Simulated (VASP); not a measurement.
## C: single point with LDA

C:

```
C
1.0
     2.46100    0.00000    0.00000
    -1.23050    2.13129    0.00000
     0.00000    0.00000    6.97632
C
4
Cartesian
  0.0000 0.0000 1.7441
  0.0000 1.4209 1.7441
  0.0000 0.0000 5.2322
  1.2305 0.7104 5.2322
```

The cell was built by a generator and needn't be a form met in nature.

```yaml
Program: VASP 6.6.1
Task: single point
Functional: LDA
Potentials_or_basis: VASP PAW LDA potentials, release 64 (C)
Cutoff: 520 eV
k_mesh: 16 × 16 × 4
Occupations: fermi-dirac, width 0.05 eV
Spin: no spin polarisation
Further_INCAR_settings: ALGO = Normal; EDIFF = 1e-06; NBANDS = 16
```

```json
{
 "Pressure": "-4.8 GPa",
 "Band gap on the k mesh": "0.65 eV, direct"
}
```

Stress tensor (GPa, compression positive):
```
-6.69  0.00  0.00
 0.00 -6.69  0.00
 0.00  0.00 -1.04
```

Levels at points of the mesh, in eV from the valence-band top:
| k point | band 4 | band 5 | band 6 | band 7 | band 8 | band 9 | band 10 | band 11 | band 12 | band 13 |
| --- | --- | --- | --- | --- | --- | --- | --- | --- | --- | --- |
| (0.00, 0.00, 0.00) | -6.49 | -2.73 | -2.73 | -2.72 | -2.72 | 3.83 | 8.59 | 8.59 | 8.63 | 8.63 |
| (0.50, 0.00, 0.00) | -12.84 | -6.13 | -6.09 | -2.42 | -1.84 | 1.71 | 2.34 | 7.65 | 7.97 | 11.00 |
| (0.00, 0.00, 0.50) | -7.42 | -2.73 | -2.73 | -2.73 | -2.73 | 6.20 | 6.20 | 8.61 | 8.61 | 8.61 |
| (0.50, 0.00, 0.50) | -12.88 | -6.11 | -6.11 | -2.09 | -2.09 | 1.87 | 1.87 | 7.81 | 7.81 | 12.24 |

It took 21 s on 1 thread of AMD EPYC 9R14 (Zen 4), with other jobs on the host, peak memory 0.12 GiB.

A k mesh can miss the band edges. LDA gaps usually lie below the measured ones, often by a third to a half.
